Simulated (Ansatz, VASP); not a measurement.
## Cross-check of InSe between VASP and Ansatz

Wanted: the spread between two codes on one cell, functional and k mesh. The structure shown is the start of the Ansatz relaxation below; VASP solves that cell, so the two are compared at the walk's first step.

Main program and level: Ansatz 0.2.0; plane waves, with VASP 6.6.1 beside it; single point at PBEsol.

### 1. Set-up

The cell holds 4 atoms: 2 In and 2 Se. Its edges and angles: a = 4.130 Å, b = 4.130 Å, c = 34.100 Å, α = 90.0°, β = 90.0°, γ = 120.0°. Vacuum lies along c. The height across the vacuum is the one that the program set for its solve, not the one typed.

### 2. Ansatz: relaxation, PBEsol

Ansatz runs on its default PAW (the set named soft_2) files.

The two programs are compared at the cell with which this relaxation starts, whose forces are those of its first step.

input.yaml reads:

```yaml
crystal:
  lattice:
    - [4.13, 0.0, 0.0]
    - [-2.065, 3.57668, 0.0]
    - [0.0, 0.0, 22.0]
  atoms:
    - { symbol: In, position: [0.333333, 0.666667, 0.563636] }
    - { symbol: In, position: [0.333333, 0.666667, 0.436364] }
    - { symbol: Se, position: [0.666667, 0.333333, 0.617045] }
    - { symbol: Se, position: [0.666667, 0.333333, 0.382955] }
  periodic: [true, true, false]
kpoints:
  mp_grid: { grid: [9, 9, 1] }
hamiltonian:
  xc: pbesol
scf:
  occupations: { method: gaussian, width: 0.02 }
output:
  forces: true
  stress: true
  eigenvalues: true
  write_density: true
  write_potential: true
  elf: true
  volumetric_format: npy
relax:
  adjacent_minimum: "off"
  f_tol: 0.005
  max_steps: 80
  cell: { stress_2d_tol: 0.02 }
```

Launch:

```sh
$ ansatz run input.yaml --threads 8 --pin off --max-ram 14336MiB --backend cpu --events-out ev --progress --plain --runs-dir out
```

Numbers of over 12 decimals in the logs are rounded to 6 here.

The log of the run:

```text
Warning: crystal.periodic: the lattice vector that does not repeat stood 0.000° off the slab's normal, 22.000 Å along it as the deck builds it. The run solves the slab on a vector along the normal, 34.100 Å long, with every atom where it was (on the deck's vector they left 16.85 Å outside them, and the widest stretch free of ions among them is 2.80 Å). A fractional position that the run reports is one of the run's ce [...]
[...]
relax step   5: F+E_penalty+E_count = -21901.11672008 eV  Δ(F+E_penalty+E_count) = -4.954e-6 eV  max|allowed force component| = 7.514e-4 eV/Å  Δτ_max = 0.0007 Å  P = -0.000 N/m  Ω = 471.635 Å³  energy of the carried Pulay correction = +1.354e-3 eV  fix = [c, alpha, beta]  reactions: c -0.000 N/m  (4 SCF iters, dr2 threshold 8.63e-9 eV, accepted)
Basis set: ecut = 420 eV, 9281 PW (Γ), exchange–correlation on 54×54×480 points (8 copies of the dense FFT grid, shifted against one another)
Initial wavefunctions: pseudopotential atomic-orbital guess (no wavefunctions were taken with the density)
iter 1 solved again at ethr=1.88e-7 eV; its pass at ethr=3.10e-3 eV (dr2=1.09e-4 eV) is discarded
SCF iter   1: F=—  HF=-21901.115387 eV  |F-HF|=—  |Δ(HF+E_count)|=         —  Δρ=4.22e-5  dr2=1.47e-6  ethr=1.88e-7  ⟨swp⟩=5.2  Hψ=4222  notcnv=0
preconditioner: auto → Resta (q_TF=auto, 1.924 Å⁻¹)  ε∞=1.6  [insulator: Δε(μ)=1.648 eV  Ē_g=13.843 eV  σ=0.020 eV  W_gap=1.00  n_scr=62 (ndim 8)  ℏωp=10.5 eV  f_vac=0.739  D(μ)=0.00/eV (n_scr^D=0)  ε∞_Penn≈1.6  vacuum switching on, ρ_ref=1.4e-2 e/Å³]
SCF iter   2: F=—  HF=-21901.115434 eV  |F-HF|=—  |Δ(HF+E_count)|=   4.66e-5  Δρ=1.99e-5  dr2=3.41e-7  ethr=2.54e-9  ⟨swp⟩=2.9  Hψ=898  notcnv=0
SCF iter   3: F=—  HF=-21901.115434 eV  |F-HF|=—  |Δ(HF+E_count)|=   2.89e-7  Δρ=4.98e-6  dr2=5.22e-8  ethr=5.88e-10  ⟨swp⟩=2.8  Hψ=697  notcnv=0
SCF iter   4: F=—  HF=-21901.115434 eV  |F-HF|=—  |Δ(HF+E_count)|=   2.55e-8  Δρ=1.60e-6  dr2=6.61e-8  ethr=9.00e-11  ⟨swp⟩=3.7  Hψ=1007  notcnv=0
SCF iter   5: F=—  HF=-21901.115434 eV  |F-HF|=—  |Δ(HF+E_count)|=   1.16e-8  Δρ=3.19e-7  dr2=3.36e-10  ethr=9.00e-11  ⟨swp⟩=2.0  Hψ=475  notcnv=0
SCF iter   6: F=—  HF=-21901.115434 eV  |F-HF|=—  |Δ(HF+E_count)|=  6.66e-10  Δρ=2.53e-7  dr2=3.30e-10  ethr=1.00e-12  ⟨swp⟩=3.1  Hψ=873  notcnv=0
SCF iter   7: F=—  HF=-21901.115434 eV  |F-HF|=—  |Δ(HF+E_count)|=  6.18e-11  Δρ=9.40e-8  dr2=4.17e-11  ethr=1.00e-12  ⟨swp⟩=2.4  Hψ=647  notcnv=0
SCF iter   8: F=-21901.115434 eV  HF=-21901.115434 eV  |F-HF|=8.73e-11  |Δ(HF+E_count)|=  2.18e-11  Δρ=6.26e-9  dr2=1.80e-13  ethr=1.00e-12  ⟨swp⟩=9.1  Hψ=2750  notcnv=0
SCF 6 converged in 8 iterations: F = -21901.115434 eV  dr2 = 1.80e-13
relax step   6: F+E_penalty+E_count = -21901.11543382 eV  Δ(F+E_penalty+E_count) = +1.286e-3 eV  max|allowed force component| = 1.012e-3 eV/Å  Δτ_max = 0.0000 Å  P = -0.003 N/m  Ω = 471.635 Å³  fix = [c, alpha, beta]  reactions: c -0.000 N/m  stress off target by 3.49e-3 N/m on what of the cell is left free  SCF on the basis re-selected at this cell (its energy is not comparable with the rows above)  (8 SCF iters)
basis re-selected at this cell: Δ(F+E_penalty+E_count) = +1.286e-3 eV, ΔP = -0.003 N/m vs the last step (what re-selecting the basis moved, of the pressure what is left beyond the Pulay correction that the steps carried, after the strain that the cell walked since its last selection, with what the two solves' SCF thresholds leave and, on support functions, any second-order correction that the steps lacked; it is no measure of the basis error at this ecutwfc). The dense FFT grid was sized anew with the basis: this SCF ran on 27×27×240 points, the steps before it on 30×30×240, so part of this shift can come from that change (see relax.cell in the input reference). [rest of the remark cut]
WARN: The input density's exchange-correlation potential varies sharply where the density is thin. Do not read a vacuum level from v_tot or v_xc, or from such a field of the output density. On a cell that repeats whose density bears no net charge and no dipole along the vacuum's axis use v_es (v_loc + v_h of the components); under efield.dipole_correction with no amplitude use v_es + v_field, which holds any external [...]
SCF converged after 8 iterations
Free energy (F): -21901.115434 eV
Harris-Foulkes:  -21901.115434 eV  (|F-HF|=8.73e-11)
Internal energy: -21901.115434 eV  (E = F + TS)
E sigma→0 (E₀):  -21901.115434 eV
Fermi energy:    -5.183334 eV
--- Per-component energies (eV) ---
  E_band       = -1637.076492
  E_kinetic    = 723.210821
  E_local      = -138864.433958  (includes V_loc(G=0)·N_el)
  E_nonlocal   = -448.507853
  E_hartree    = 68758.961800
  E_xc         = -632.722424
  E_vxc        = -394.719650  (∫ρ·V_xc dr)
  E_paw        = -11904.139043  (= ΣΔE_a)
  E_vpaw       = -170.548237  (= ΣTr[D̂ρ^β])
  E_aug_tail   = -0.001153  (compensation charges beyond the density's cutoff)
  E_ewald      = 60464.027671
  E_core_change = 2.488706  (= ΣΔE_core)
  E_smearing   = -0.000000  (= −TS)
  E_closure    = 0.000000  (closes the sum)
  Σ components = -21901.115434   (vs F -21901.115434, Δ=0.00e0)
--- Forces (eV/Å), atoms counted from 1 ---
  atom   1  In    -0.00000000    -0.00000000    -0.00024185
  atom   2  In    -0.00000000    -0.00000000     0.00024185
  atom   3  Se     0.00000000     0.00000000     0.00101246
  atom   4  Se     0.00000000     0.00000000    -0.00101246
  max |Σ_I F_I| component: 1.85e-17 eV/Å
--- 2D stress c σ (N/m, compression-positive) ---
       -0.003485       0.000000       0.000000
        0.000000      -0.003485       0.000000
        0.000000       0.000000       0.000000
  P = ½ c Tr σ = -0.0035 N/m
--- Band table (eV; the first three rows and the last of 12) ---
  k-point 0: bands = ["-52.7110", "-52.7110", "-52.7110", "-52.7110", "-52.6808", "-52.6808", "-52.6808", "-52.6808", "-52.6693", "-52.6693", "-19.9872", "-19.7874", "-19.7874", "-19.6969", "-19.6969", "-19.6873", "-19.6873", "-19.5014", "-19.5014", "-19.4939", "-18.6349", "-18.4768", "-11.4427", "-9.0842", "-6.4589", "-6.4589", "-6.3809", "-6.3809", "-6.0810", "-4.3597", "-3.1980", "-0.9091 (-0.9091°)", "-0.9091 (-0.9091°)", "-0.3465", "-0.3022"]
  k-point 1: bands = ["-52.7110", "-52.7110", "-52.7110", "-52.7110", "-52.6808", "-52.6808", "-52.6808", "-52.6808", "-52.6693", "-52.6693", "-19.9875", "-19.8347", "-19.7855", "-19.7552", "-19.6910", "-19.6877", "-19.6806", "-19.5366", "-19.5025", "-19.4385", "-18.4994", "-18.3515", "-11.3760", "-9.1253", "-7.1533", "-7.0319", "-6.6152", "-6.5188", "-6.0161", "-3.7628", "-2.5829", "-1.5384 (-1.5384°)", "-0.7858 (-0.7858°)", "-0.3738", "-0.1470"]
  k-point 2: bands = ["-52.7110", "-52.7110", "-52.7109", "-52.7109", "-52.6808", "-52.6808", "-52.6808", "-52.6808", "-52.6693", "-52.6693", "-20.0076", "-19.9081", "-19.8651", "-19.7834", "-19.7001", "-19.6645", "-19.6608", "-19.5541", "-19.5051", "-19.3890", "-18.1632", "-18.0352", "-11.2562", "-9.4826", "-8.1956", "-7.7164", "-6.9682", "-6.8341", "-6.0397", "-3.1987", "-2.9200", "-1.2241 (-1.2241°)", "-1.0227 (-1.0227°)", "-0.6213", "0.1882"]
  k-point 11: bands = ["-52.7109", "-52.7109", "-52.7109", "-52.7109", "-52.6809", "-52.6809", "-52.6808", "-52.6808", "-52.6692", "-52.6692", "-20.1217", "-20.0237", "-19.9216", "-19.8102", "-19.6873", "-19.6457", "-19.6338", "-19.5406", "-19.5351", "-19.3274", "-17.2561", "-17.1844", "-11.4791", "-10.7023", "-9.1859", "-8.8531", "-7.7853", "-7.3017", "-7.1059", "-3.4909", "-2.8014", "-1.9586", "-0.9769", "0.5093", "1.5732"]
  ° read free of the cell's end (the report's vacuum.weakly_bound_levels)
--- Relaxed structure (5 steps of the walk, 5 accepted, 1 SCFs on fresh bases) ---
  F+E_penalty+E_count = -21901.11543382 eV   max|allowed force component| = 1.012e-3 eV/Å   (the final SCF, on the basis selected at the relaxed cell)
  cell:  # Å, volume = 471.6352 Å³
    - [3.996326, 0, 0.0]
    - [-1.998163, 3.460919, 0.0]
    - [0.0, 0.0, 34.099960]
  atoms:
    - { symbol: In, position: [0.333333, 0.666667, 0.363241] }
    - { symbol: In, position: [0.333333, 0.666667, 0.281921] }
    - { symbol: Se, position: [0.666667, 0.333333, 0.400857] }
    - { symbol: Se, position: [0.666667, 0.333333, 0.244305] }
```

### 3. VASP: single point, PBEsol, start cell, pair 1

The same cell, functional, mesh and smearing now go to VASP, with its own data sets.

Lines of VASP's logs that name or quote its potential files are left out, and so is its time.

INCAR reads:

```
SYSTEM = InSe
PREC = Accurate
ENCUT = 400
EDIFF = 1E-06
NELM = 120
ISMEAR = 0
SIGMA = 0.02
LREAL = .FALSE.
ALGO = Normal
GGA = PS
NBANDS = 25
LORBIT = 11
LWAVE = .FALSE.
LCHARG = .FALSE.
ISIF = 2
LDIPOL = .TRUE.
IDIPOL = 3
DIPOL = 0.5 0.5 0.323
LVHAR = .TRUE.
LASPH = .TRUE.
GGA_COMPAT = .FALSE.
EFERMI = MIDGAP
NELMDL = -8
KPAR = 2
```

POSCAR reads:

```
InSe
1.0
    4.1299970000      0.0000000000      0.0000000000
   -2.0649990000      3.5766820000      0.0000000000
    0.0000000000      0.0000000000     34.0999600000
In Se
2 2
Direct
    0.3333334606      0.6666667599      0.3636365556
    0.3333334606      0.6666667599      0.2815254915
    0.6666667815      0.3333332401      0.3980940154
    0.6666667815      0.3333332401      0.2470680318
```

KPOINTS reads:

```
Automatic mesh
0
Gamma
9 9 1
0 0 0
```

PAW data sets: In_d and Se (PBE family, release 64).

Launch:

```sh
$ mpirun -np 2 vasp_std
```

The log of the run:

```text
[banner, memory and clock lines left out]
running    2 mpi-ranks, on    1 nodes
 distrk:  each k-point on    1 cores,    2 groups
 distr:  one band on    1 cores,    1 groups

 POSCAR found type information on POSCAR InSe
 POSCAR found :  2 types and       4 ions
|                                                                             |
|               ----> ADVICE to this user running VASP <----                  |
|                                                                             |
|     You enforced a specific xc type in the INCAR file but a different       |
|     [... a line on the potential file left out ...]
|     I HOPE YOU KNOW WHAT YOU ARE DOING!                                     |
|                                                                             |

 LDA part: xc-table for (Slater+PW92), standard interpolation
 POSCAR, INCAR and KPOINTS ok, starting setup
 FFT: planning ... GRIDC
 FFT: planning ... GRID_SOFT
 FFT: planning ... GRID
 WAVECAR not read
 entering main loop
       N       E                     dE             d eps       ncg     rms          rms(c)
DAV:   1     0.278351594878E+03    0.27835E+03   -0.13125E+04   688   0.937E+02
DAV:   2     0.161073965502E+02   -0.26224E+03   -0.25870E+03   727   0.274E+02
DAV:   3    -0.149413208914E+02   -0.31049E+02   -0.30836E+02   768   0.116E+02
DAV:   4    -0.159538208776E+02   -0.10125E+01   -0.10104E+01   733   0.265E+01
DAV:   5    -0.159899810566E+02   -0.36160E-01   -0.36157E-01   911   0.439E+00
DAV:   6    -0.159907083753E+02   -0.72732E-03   -0.72731E-03   904   0.569E-01
DAV:   7    -0.159907244182E+02   -0.16043E-04   -0.16043E-04   911   0.690E-02
DAV:   8    -0.159907247365E+02   -0.31830E-06   -0.31823E-06   776   0.105E-02    0.616E+00
DAV:   9    -0.155262042153E+02    0.46452E+00   -0.96146E-01   786   0.166E+01    0.374E+00
DAV:  10    -0.154932121544E+02    0.32992E-01   -0.48352E-01   852   0.548E+00    0.848E-01
DAV:  11    -0.154875740658E+02    0.56381E-02   -0.50967E-02   908   0.277E+00    0.546E-01
DAV:  12    -0.154881076059E+02   -0.53354E-03   -0.66921E-03   684   0.412E-01    0.125E-01
DAV:  13    -0.154880773319E+02    0.30274E-04   -0.57799E-04   943   0.279E-01    0.676E-02
DAV:  14    -0.154881168766E+02   -0.39545E-04   -0.28892E-04   710   0.972E-02    0.190E-02
[...]
DAV:  18    -0.154882357227E+02   -0.73839E-04   -0.78518E-06   534   0.144E-02    0.206E-03
DAV:  19    -0.154882777243E+02   -0.42002E-04   -0.32339E-06   574   0.713E-03    0.214E-03
DAV:  20    -0.154883021689E+02   -0.24445E-04   -0.80799E-07   530   0.356E-03    0.111E-03
DAV:  21    -0.154883117218E+02   -0.95529E-05   -0.24128E-07   522   0.315E-03    0.908E-04
DAV:  22    -0.154883151407E+02   -0.34189E-05   -0.39969E-08   486   0.168E-03    0.454E-04
DAV:  23    -0.154883194432E+02   -0.43025E-05   -0.16832E-07   484   0.127E-03    0.317E-04
DAV:  24    -0.154883204581E+02   -0.10149E-05   -0.21128E-08   467   0.109E-03    0.162E-04
DAV:  25    -0.154883211694E+02   -0.71128E-06   -0.11096E-08   431   0.600E-04
   1 F= -.15488321E+02 E0= -.15488321E+02  d E =0.000000E+00
```

OUTCAR, selected parts (step 3):

```text
ion  position               nearest neighbor table
   1  0.333  0.667  0.364-   3 2.66   3 2.66   3 2.66   2 2.80
   2  0.333  0.667  0.282-   4 2.66   4 2.66   4 2.66   1 2.80
   3  0.667  0.333  0.398-   1 2.66   1 2.66   1 2.66
   4  0.667  0.333  0.247-   2 2.66   2 2.66   2 2.66

  LATTYP: Found a hexagonal cell.
 ALAT       =     4.1299970000
 C/A-ratio  =     8.2566549080

 Subroutine GETGRP returns: Found 12 space group operations
 (whereof  6 operations were pure point group operations)

The static configuration has the point symmetry C_3v.
 The point group associated with its full space group is D_3h.

 Found     12 irreducible k-points:

   k-points           NKPTS =     12   k-points in BZ     NKDIM =     12   number of bands    NBANDS=     25

   dimension x,y,z NGX =    28 NGY =   28 NGZ =  224
   dimension x,y,z NGXF=    56 NGYF=   56 NGZF=  448

   ENCUT  =  400.0 eV  29.40 Ry    5.42 a.u.   6.73  6.73 55.61*2*pi/ulx,y,z

   NELECT =      38.0000    total number of electrons

 k-points in reciprocal lattice and weights: Automatic mesh
   0.00000000  0.00000000  0.00000000       0.012
   0.11111111  0.00000000  0.00000000       0.074
   0.22222222 -0.00000000  0.00000000       0.074
   0.33333333  0.00000000  0.00000000       0.074
   0.44444444 -0.00000000  0.00000000       0.074
   0.11111111  0.11111111  0.00000000       0.074
   0.22222222  0.11111111  0.00000000       0.148
   0.33333333  0.11111111  0.00000000       0.148
   0.44444444  0.11111111  0.00000000       0.074
   0.22222222  0.22222222  0.00000000       0.074
   0.33333333  0.22222222  0.00000000       0.148
   0.33333333  0.33333333  0.00000000       0.025

 dipolmoment           0.000000      0.000000      0.000004 electrons x Angstroem

 average (electrostatic) potential at core
       1-104.0819       2-104.0819       3 -61.0901       4 -61.0901

 E-fermi :  -3.1337

 k-point     1 :       0.0000    0.0000    0.0000
  band No.  band energies     occupation
    ...
     15      -4.6067      2.00000
     16      -4.6067      2.00000
     17      -4.5180      2.00000
     18      -4.5180      2.00000
     19      -3.7210      2.00000
     20      -2.6513      0.00000
     21      -1.4399      0.00000
     22       0.8439      0.00000
     23       0.8439      0.00000
     24       1.8077      0.00000
    ...

 k-point     2 :       0.1111    0.0000    0.0000
  band No.  band energies     occupation
    ...
     15      -5.2364      2.00000
     16      -5.0659      2.00000
     17      -4.7518      2.00000
     18      -4.6451      2.00000
     19      -3.6161      2.00000
     20      -2.0266      0.00000
     21      -0.9115      0.00000
     22       0.3332      0.00000
     23       1.0046      0.00000
     24       1.5681      0.00000
    ...

 k-point     3 :       0.2222   -0.0000    0.0000
  band No.  band energies     occupation
    ...
     15      -6.1009      2.00000
     16      -5.4826      2.00000
     17      -5.0796      2.00000
     18      -4.9363      2.00000
     19      -3.6752      2.00000
     20      -1.3758      0.00000
     21      -0.9652      0.00000
     22       0.5852      0.00000
     23       1.0712      0.00000
     24       1.2858      0.00000
    ...

  Total       -1.3840651     -1.3840648      0.2020365      0.0000002      0.0000000      0.0000000
  in kB       -4.4023356     -4.4023349      0.6426232      0.0000006      0.0000000      0.0000000
  external PRESSURE =      -2.7206824 kB  Pullay stress =       0.0000000 kB

  energy-cutoff  :      400.00
  volume of cell :      503.71
      direct lattice vectors                 reciprocal lattice vectors
     4.129997000  0.000000000  0.000000000     0.242130926  0.139794402  0.000000000
    -2.064999000  3.576682000  0.000000000     0.000000000  0.279588736  0.000000000
     0.000000000  0.000000000 34.099960000     0.000000000  0.000000000  0.029325548

 POSITION                                       TOTAL-FORCE (eV/Angst)
 -----------------------------------------------------------------------------------
     -0.00000      2.38446     12.39999        -0.000000      0.000000     -0.283521
     -0.00000      2.38446      9.60001        -0.000000      0.000000      0.283521
      2.06500      1.19223     13.57499         0.000000     -0.000000      0.203388
      2.06500      1.19223      8.42501        -0.000000     -0.000000     -0.203388
 -----------------------------------------------------------------------------------
    total drift:                               -0.000684     -0.000039      0.000107

  FREE ENERGIE OF THE ION-ELECTRON SYSTEM (eV)
  ---------------------------------------------------
  free  energy   TOTEN  =       -15.4883211694 eV

  energy  without entropy=      -15.4883211694  energy(sigma->0) =      -15.48832117

 vacuum level on the upper side and lower side of the slab         2.150         2.150

 total charge
# of ion       s       p       d       tot
------------------------------------------
    1        0.861   0.652   9.883  11.395
    2        0.861   0.652   9.883  11.395
    3        1.469   2.328   0.020   3.817
    4        1.469   2.328   0.020   3.817
--------------------------------------------------
tot          4.659   5.960  19.805  30.425

[... 3 further parts left out ...]
```

The run ends at a pressure of -0.27 GPa, with forces up to 0.28 eV/Å.

### 4. Side by side

Known differences besides the potentials themselves: Ansatz cuts the interaction across the vacuum, VASP repeats the sheet with a dipole correction; the data sets hold 58 valence electrons in Ansatz (on its default PAW (the set named soft_2) files) and 38 in VASP; Ansatz makes its cores anew for this functional, VASP keeps those of its PBE data sets; Ansatz takes its cutoff from its data sets, VASP runs at 400 eV. Total energies have different zeros and are not compared.

Forces (eV/Å; atoms numbered as in POSCAR):

```csv
atom,"Ansatz x, y, z","VASP x, y, z"
In1,"0.000, 0.000, -0.266","0.000, 0.000, -0.284"
In2,"0.000, 0.000, 0.266","0.000, 0.000, 0.284"
Se3,"0.000, 0.000, 0.183","0.000, 0.000, 0.203"
Se4,"0.000, 0.000, -0.183","0.000, 0.000, -0.203"
```

The forces differ by 11 meV/Å r.m.s., which is 7.7 % of the r.m.s. force of 0.142 eV/Å (both taken over all components). With vacuum in the cell, a pressure given here is an average over mostly empty space and none of the material.

[end of part 1 of 2]

[Lines on the potential files, build, host, timing and source positions are cut from VASP's logs without a mark.]

[Logs are printed without paths, hosts, clocks, repeated set-up lines and the standing remarks that a program may print on its own settings, such as how far it seeks lower states.]

[Hosts, paths, dates, database ids (printed as entryN), source tags and the programs' standing remarks are cut or masked in the printed files.]
